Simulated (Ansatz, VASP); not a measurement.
# Cross-check of SiO2 between VASP and Ansatz, part 2 of 2

One calculation is typed for both programs; each brings its own data sets. How far apart do they land? The cell is taken from a series of runs on this material, whose earlier steps may have relaxed, scaled, displaced or heated it; both programs get it as it stands.

VASP 6.6.1 and Ansatz 0.2.0.

So far: The starting structure; VASP: G0W0 gap, LDA.

### Step 3. Ansatz: G0W0 gap, LDA

Level of this step: Ansatz beside VASP: Kohn-Sham DFT, plane waves, LDA (Ansatz).

Ansatz runs on its PAW soft_1 files.

The same cell, functional (in two slightly different forms) and mesh now go to Ansatz, which takes its cutoff from its data sets.

input.yaml reads:

```yaml
crystal:
  lattice:
    - [4.8589065, 0.0, 0.0]
    - [0.0, 4.8589065, 0.0]
    - [0.0, 0.0, 6.3675325]
  atoms:
    - { symbol: Si, position: [0.8201709215, 0.8201709215, 0.5] }
    - { symbol: Si, position: [0.6798290785, 0.3201709215, 0.25] }
    - { symbol: Si, position: [0.1798290785, 0.1798290785, 0.0] }
    - { symbol: Si, position: [0.3201709215, 0.6798290785, 0.75] }
    - { symbol: O, position: [0.2703769546, 0.3585459053, 0.7983310319] }
    - { symbol: O, position: [0.1414540947, 0.7703769546, 0.5483310319] }
    - { symbol: O, position: [0.7296230454, 0.6414540947, 0.2983310319] }
    - { symbol: O, position: [0.8585459053, 0.2296230454, 0.0483310319] }
    - { symbol: O, position: [0.7703769546, 0.1414540947, 0.4516689681] }
    - { symbol: O, position: [0.6414540947, 0.7296230454, 0.7016689681] }
    - { symbol: O, position: [0.2296230454, 0.8585459053, 0.9516689681] }
    - { symbol: O, position: [0.3585459053, 0.2703769546, 0.2016689681] }
kpoints:
  mp_grid: { grid: [4, 4, 2] }
hamiltonian:
  xc: lda
  pseudopotentials: { kind: paw, azcp: { folder: soft_1 }, xc_functional: pbe }
scf:
  occupations: { method: fixed }
gw:
  n_empty_bands: 591
  ecut_chi: 140
  qp_bands: [v4, c4]
  qp_kpoints: band_edges
  screening: { model: contour_deformation }
```

Started as:

```bash
$ ansatz run input.yaml --threads 4 --pin off --max-ram 138240MiB --backend cuda --events-out ev --progress --plain --runs-dir out --devices 1 --max-vram 26GiB
```

Numbers of over 12 decimals in the logs are rounded to 6 here.

Output:

```text
GPUs: using 1 of 1 available (devices: 1).
Engine: ansatz 0.2.0, x86_64-unknown-linux-gnu
Pseudopotentials: kind: paw
Pseudopotential: Si, paw, valence charge 4, recommended cutoff 420 eV (normal), soft_1/Si.paw.azcp
Pseudopotential: O, paw, valence charge 6, recommended cutoff 420 eV (normal), soft_1/O.paw.azcp
Functional definition: SPW92
  exchange = slater_x
  correlation = pw_c
device memory: the entry about to start is reckoned to put 3.0 GiB on a device that reports 38.3 GiB free (of which the cap on the GPU budget leaves the run 26.0 GiB)
GPU FFT provider: cuFFT
GPU libraries: cuBLAS 13.8.2, cuFFT 12.4.0, cuSOLVER 12.3.4
Crystal: 12 atoms, lattice volume = 150.331 Å³
Basis set: ecut = 420 eV, 2929 PW (Γ)
Bands: 44, of which v1, the nominal top of the filled ones, is band 32 counted from 1 (31 counted from 0)
Symmetry: 8 space group operations
Space group: P43212 (ITA 96), of the structure as read, at distance tolerance 5.3e-5 Å
k-points: 12 of 32
Non-local potential: Si, projectors of the file, l = 0: 2, l = 1: 2, l = 2: 1
Non-local potential: O, projectors of the file, l = 0: 2, l = 1: 2, l = 2: 1
PAW form: soft (Blöchl's): semilocal exchange-correlation on the pseudo side does not see the compensation charge
PAW frozen core: Si, regenerated for the run's functional, and the local potential with it (the file was generated under x = pbe(κ = 0.804, μ = 0.219515), c = pbe(β = 0.066725))
PAW frozen core: O, regenerated for the run's functional, and the local potential with it (the file was generated under x = pbe(κ = 0.804, μ = 0.219515), c = pbe(β = 0.066725))
PAW one-centre angular grid: Si, 110 points (default); XC on 64 Gauss nodes
PAW one-centre angular grid: O, 110 points (default); XC on 64 Gauss nodes
Initial density: superposition of atomic densities (chi_scale 0.1, normalization cell, long waves kept (reshape's long-wave potential 0.01 eV rms))
Initial wavefunctions: pseudopotential atomic-orbital guess
GPU buffer pool allocated for 58320 grid points (all kernels)
GPU transforms: local potential and band sums: pruned to the plane-wave sphere, on 36×36×45
Functional: x = slater, c = lda
SCF iter   1: F=—  HF=-6896.934418 eV  |F-HF|=—  |Δ(HF+E_count)|=         —  Δρ=1.25e-1  dr2=2.08e1  ethr=3.10e-3  ⟨swp⟩=4.6  Hψ=2153  notcnv=0  defer=102
preconditioner: auto → Resta (q_TF=auto, 2.366 Å⁻¹)  ε∞=2.8  [insulator: Δε(μ)=7.131 eV  Ē_g=17.993 eV  n_scr=36 (ndim 8)  ℏωp=24.2 eV  f_vac=0.023  ε∞_Penn≈2.8]
SCF iter   2: F=—  HF=-6891.019302 eV  |F-HF|=—  |Δ(HF+E_count)|=    5.92e0  Δρ=4.29e-2  dr2=1.17e0  ethr=3.10e-3  ⟨swp⟩=3.2  Hψ=1186  notcnv=0  defer=106
SCF iter   3: F=—  HF=-6890.757133 eV  |F-HF|=—  |Δ(HF+E_count)|=   2.62e-1  Δρ=2.04e-2  dr2=3.55e-1  ethr=1.83e-3  ⟨swp⟩=1.9  Hψ=479  notcnv=0  defer=113
SCF iter   4: F=—  HF=-6890.675204 eV  |F-HF|=—  |Δ(HF+E_count)|=   8.19e-2  Δρ=1.46e-3  dr2=2.14e-3  ethr=5.55e-4  ⟨swp⟩=3.2  Hψ=868  notcnv=0  defer=116
SCF iter   5: F=—  HF=-6890.676481 eV  |F-HF|=—  |Δ(HF+E_count)|=   1.28e-3  Δρ=2.19e-4  dr2=1.26e-4  ethr=3.35e-6  ⟨swp⟩=2.2  Hψ=762  notcnv=0  defer=117
SCF iter   6: F=—  HF=-6890.676485 eV  |F-HF|=—  |Δ(HF+E_count)|=   3.90e-6  Δρ=6.02e-5  dr2=9.01e-6  ethr=1.97e-7  ⟨swp⟩=2.8  Hψ=878  notcnv=0  defer=116
SCF iter   7: F=—  HF=-6890.676485 eV  |F-HF|=—  |Δ(HF+E_count)|=   2.42e-7  Δρ=8.00e-6  dr2=1.50e-7  ethr=1.41e-8  ⟨swp⟩=2.2  Hψ=883  notcnv=0  defer=103
SCF iter   8: F=-6890.676485 eV  HF=-6890.676485 eV  |F-HF|=2.23e-9  |Δ(HF+E_count)|=   4.01e-8  Δρ=1.55e-6  dr2=3.76e-9  ethr=1.56e-10  ⟨swp⟩=13.7  Hψ=2618  notcnv=0
SCF 1 converged in 8 iterations: F = -6890.676485 eV  dr2 = 3.76e-9
  greatest PAW one-centre occupation: 0.857 electrons in one spin orbital (limit 2), on the O atom at site 11 (counted from 0), in its partial waves of l = 0
device memory: the entry about to start is reckoned to put 3.8 GiB on a device that reports 38.3 GiB free (of which the cap on the GPU budget leaves the run 26.0 GiB)
NSCF: frozen V_eff on 12 k-points
the band table was solved once the SCF had ended and its energy, with any forces and stress, was formed, with the checks that follow a solve (2344 applications of the Hamiltonian). They found nothing against the state; the energy, forces and stress were not computed again (output.eigenvalues in the input reference)
device memory: the entry about to start is reckoned to put 10.9 GiB on a device that reports 38.3 GiB free (of which the cap on the GPU budget leaves the run 26.0 GiB)
NSCF: frozen V_eff on 12 k-points
G₀W₀ screening: q 1/12
[... further progress lines ...]
SCF converged after 8 iterations
Free energy (F): -6890.676485 eV
Harris-Foulkes:  -6890.676485 eV  (|F-HF|=2.23e-9)
Internal energy: -6890.676485 eV  (E = F + TS)
E sigma→0 (E₀):  -6890.676485 eV
Fermi energy:    2.281621 eV
--- Per-component energies (eV) ---
  E_band       = -295.644037
  E_kinetic    = 1549.443191
  E_local      = -3939.866530  (includes V_loc(G=0)·N_el)
[...]
--- G₀W₀: contour deformation, 6 samples at zero and on the imaginary axis and 2 off it, 32 q-points, 591 empty bands' worth ---
  eigenvalues of the whole cell's RPA ε∞ on this k-mesh (on a slab, of 1 + 4πα/V) = 2.3614, 2.4169, 2.4169; static W/v taken at q = 0 is 0.418528
  bands read: the sum over 623 bands ends inside a degenerate multiplet in 10 slots, whose members it reads at an even weight; the widest, k=11: bands 621 to 624 (counted from 1) at 3/4 each
  gw.qp_kpoints: band_edges: 11 of 12 stored k-points solved, in 1 pass; an edge of the gap read off the rows below is read off those points alone
    valence top: of the k-points left out ik 8 came nearest to being solved in a further pass, in band 32 (counted from 1, as in the quasiparticle table): it holds the edge there only if its correction is more favourable than any solved in that band by at least 0.529 eV; those differ by 0.064 eV
    conduction bottom: of the k-points left out ik 8 came nearest to being solved in a further pass, in band 33 (counted from 1, as in the quasiparticle table): it holds the edge there only if its correction is more favourable than any solved in that band by at least 2.474 eV; those differ by 0.439 eV
    ik  band        ε_KS         Σx   Σc(E_QP)       V_xc       Z   E_QP_lin       E_QP  E_QP is
     0    29      1.4000   -26.5171     4.1916   -20.6284  0.8028    -0.3215    -0.2970  root
     0    30      1.7639   -26.8078     4.2028   -20.9426  0.8024     0.0785     0.1016  root
     0    31      1.7639   -26.8078     4.2028   -20.9426  0.8024     0.0785     0.1016  root
     0    32      2.2816   -26.7561     4.1226   -21.0237  0.8039     0.6509     0.6718  root
     0    33      7.9522    -7.9771    -3.5455   -13.0404  0.8633     9.4816     9.4699  root
     0    34     10.9509    -6.3347    -4.1424   -12.3093  0.8577    12.8043    12.7831  root
     0    35     10.9509    -6.3347    -4.1424   -12.3093  0.8577    12.8043    12.7831  root
     0    36     11.5238    -6.0379    -4.1452   -12.0528  0.8583    13.4158    13.3934  root
     1    29      1.4958   -26.3686     4.1891   -20.4797  0.8027    -0.2286    -0.2040  root
     1    30      1.4958   -26.3686     4.1891   -20.4797  0.8027    -0.2286    -0.2040  root
     1    31      1.8512   -26.3606     4.1590   -20.5326  0.8030     0.1588     0.1822  root
     1    32      1.8512   -26.3606     4.1590   -20.5326  0.8030     0.1588     0.1822  root
     1    33      9.4124    -8.9879    -3.6520   -14.3511  0.8538    11.1401    11.1236  root
     1    34      9.4124    -8.9879    -3.6520   -14.3511  0.8538    11.1401    11.1236  root
     1    35     11.2514    -5.9367    -4.1596   -11.9346  0.8582    13.1111    13.0897  root
     1    36     11.2514    -5.9367    -4.1596   -11.9346  0.8582    13.1111    13.0897  root
     2    29      1.2890   -26.3607     4.2123   -20.4289  0.8020    -0.4561    -0.4305  root
     2    30      1.6894   -26.7164     4.1988   -20.8506  0.8024    -0.0010     0.0223  root
     2    31      1.6941   -26.6803     4.2005   -20.8073  0.8025    -0.0019     0.0216  root
     2    32      2.1076   -26.5236     4.1167   -20.7754  0.8037     0.4543     0.4761  root
     2    33      8.6575    -8.3513    -3.5676   -13.5088  0.8593    10.2609    10.2474  root
     2    34     11.0847    -6.4562    -4.0503   -12.3172  0.8570    12.9161    12.8953  root
     2    35     11.1026    -6.4544    -4.1161   -12.4069  0.8565    12.9606    12.9390  root
     2    36     11.3618    -7.8253    -4.1813   -13.9865  0.8518    13.3670    13.3417  root
[...]
11    29      1.7852   -26.5464     4.1567   -20.7367  0.8026     0.1094     0.1323  root
    11    30      1.7852   -26.5464     4.1567   -20.7367  0.8026     0.1094     0.1323  root
    11    31      1.7852   -26.5464     4.1567   -20.7367  0.8026     0.1094     0.1323  root
    11    32      1.7852   -26.5464     4.1567   -20.7367  0.8026     0.1094     0.1323  root
    11    33     11.2854    -8.1516    -4.0421   -14.1089  0.8484    13.2251    13.2006  root
    11    34     11.2854    -8.1516    -4.0421   -14.1089  0.8484    13.2251    13.2006  root
    11    35     11.2854    -8.1516    -4.0421   -14.1089  0.8484    13.2251    13.2006  root
    11    36     11.2854    -8.1516    -4.0421   -14.1089  0.8484    13.2251    13.2006  root
```

Reading the cycles: dr2 is the Hartree energy of the density residual (eV), the measure of convergence; HF is the Harris–Foulkes estimate of the energy, which meets the free energy F at convergence.

### Step 4. Side by side

Known differences besides the potentials themselves: the two LDA forms differ slightly; fixed occupations in Ansatz, narrow Gaussian smearing in VASP; the cutoff is 420 eV in Ansatz and 440 eV in VASP; VASP's log shows a relativistic correction to its local exchange, Ansatz's none; Ansatz integrates over frequency by contour deformation, VASP on a grid of NOMEGA points; Ansatz's G0W0 levels solve the quasiparticle equation, VASP's are linearised. Total energies have different zeros and are not compared.

Both answers:

| quantity | Ansatz | VASP | difference |
| --- | --- | --- | --- |
| G0W0 gap on the mesh (eV) | 8.80 | 8.79 | +0.01 |
| Kohn-Sham gap under it (eV) | 5.67 | 5.68 | 0.00 |

### Step 5. Outcome

```json
{"difference in G0W0 gap on the mesh (G0W0 gap, LDA)": "0.0075 eV"}
```

In words: The difference in G0W0 gap on the mesh is 0.0075 eV (G0W0 gap, LDA). How closely two codes agree says nothing of how well the functional describes the real material.

[Lines on the potential files, build, host, timing and source positions are cut from VASP's logs without a mark.]

[Logs are printed without paths, hosts, clocks, repeated set-up lines and the standing remarks that a program may print on its own settings, such as how far it seeks lower states.]

[Hosts, paths, dates, database ids (printed as entryN), source tags and the programs' standing remarks are cut or masked in the printed files.]
